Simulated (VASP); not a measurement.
Input:

```
CELL_PARAMETERS angstrom
      4.10076     0.00000     0.00000
     -2.05038     3.55137     0.00000
      0.00000     0.00000     4.61824
ATOMIC_POSITIONS crystal
  Ca 0.33333 0.66667 0.99607
  Ga 0.00000 0.00000 0.56216
  Ge 0.66667 0.33333 0.42274
  H  0.00000 0.00000 0.93784
```

Computed with PBEsol GGA, VASP's PBE PAW potentials (set 64) (plane waves; VASP). Settings: 400 eV cut-off, 7×7×6 Γ-centred mesh, tetrahedra with Blöchl corrections, potentials Ca_sv Ga_d Ge_d H.

### Question
What does the run give for the energy per atom (σ→0)?

### Answer

```
Item                            Value
---------------------  --------------
energy per atom (σ→0)  -3.902 eV/atom
```

Total energies compare only between runs with the same potentials, cut-off and functional.

The structure comes from a computed database's CaGaGeH entry (P3m1); how it stands against other phases isn't given here. It was relaxed first, which changed the volume by -6 %.
